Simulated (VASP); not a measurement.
An input for Quantum ESPRESSO's pw.x (written as the equivalent of a VASP run, and not itself run):

```
&CONTROL
  calculation = 'vc-relax'
  pseudo_dir = './pseudo'
  outdir = './out'
  tprnfor = .true.
  tstress = .true.
  nstep = 60
  forc_conv_thr = 0.00039
/
&SYSTEM
  ibrav = 0
  nat = 2
  ntyp = 1
  ecutwfc = 74
  occupations = 'smearing'
  smearing = 'methfessel-paxton'
  degauss = 0.00735
  input_dft = 'pbe'
/
&ELECTRONS
  conv_thr = 7.3e-08
  electron_maxstep = 100
/
&IONS
/
&CELL
/
ATOMIC_SPECIES
  Os 190.230 Os.upf
CELL_PARAMETERS angstrom
     2.7300000    0.0000000    0.0000000
    -1.3650000    2.3642490    0.0000000
     0.0000000    0.0000000    4.3200000
ATOMIC_POSITIONS crystal
  Os   0.6666670  0.3333330  0.7500000
  Os   0.3333330  0.6666670  0.2500000
K_POINTS automatic
  14 14 8 0 0 0
```

Write the VASP files for the same calculation (PBE).

Several could match; the one computed here: 
**INCAR**
```
! general
SYSTEM   =  Os
PREC     =  Accurate
ENCUT    =  480
LREAL    =  .FALSE.
LASPH    =  .TRUE.

! electronic loop
EDIFF    =  1E-6
NELM     =  100
ALGO     =  Normal
LMAXMIX  =  6

! smearing
ISMEAR   =  1
SIGMA    =  0.1

! functional
GGA      =  PE

! ions
IBRION   =  2
NSW      =  60
ISIF     =  3
EDIFFG   =  -0.01

! output
LWAVE    =  .FALSE.
LCHARG   =  .FALSE.
```

File POSCAR:
```
Os
1
    2.7300000000     0.0000000000     0.0000000000
   -1.3650000000     2.3642490000     0.0000000000
    0.0000000000     0.0000000000     4.3200000000
Os
2
Direct
  0.6666670000   0.3333330000   0.7500000000
  0.3333330000   0.6666670000   0.2500000000
```

### KPOINTS
```
Automatic mesh
0
Gamma
14 14 8
0 0 0
```

POTCAR, in this order: Os (PBE.64 set). Program: vasp_std.

Limits of the translation: the potentials are each code's own (VASP's PAW set, PseudoDojo norm-conserving files in pw.x), so ENCUT and ecutwfc are chosen apart and not converted; conv_thr bounds pw.x's estimated SCF error, while EDIFF bounds the energy change between steps; forc_conv_thr acts on force components and is met together with etot_conv_thr.

The compound is Os in the hcp structure. This run relaxes it. Symmetry was kept, so distortions that lower it aren't found.
